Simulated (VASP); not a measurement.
Input of a VASP 6.6.1 run:

Contents of INCAR:

```
SYSTEM = Si
PREC = Accurate
ENCUT = 520
EDIFF = 1E-6
ISMEAR = 0
SIGMA = 0.15
LREAL = .False.
LASPH = .True.
NELM = 80
ALGO = Normal
ISIF = 2
LWAVE = .False.
LCHARG = .True.
LELF = .True.
LVHAR = .True.
NBANDS = 8
```

The input KPOINTS:

```
Automatic mesh
0
Gamma
  24 24 22
  0 0 0
```

The input POSCAR:

```
Si
1.0
    2.6205428149      0.0000000000      0.0000000000
   -1.3102714075      2.2694566494      0.0000000000
    0.0000000000      0.0000000000      2.4663543900
Si
1
Direct
    0.0000000000      0.0000000000      0.0000000000
```

Potentials or basis: VASP PAW LDA potentials, release 64 (Si).

Launch:

```sh
$ cat potpaw_LDA.64/Si/POTCAR > POTCAR
$ mpirun -np 1 vasp_std > vasp.out
```

(1) Predict the pressure.

(2) Estimate the band gap on the k mesh.

Answers

(1) -0.7 GPa.

(2) none (metal or under the smearing width).
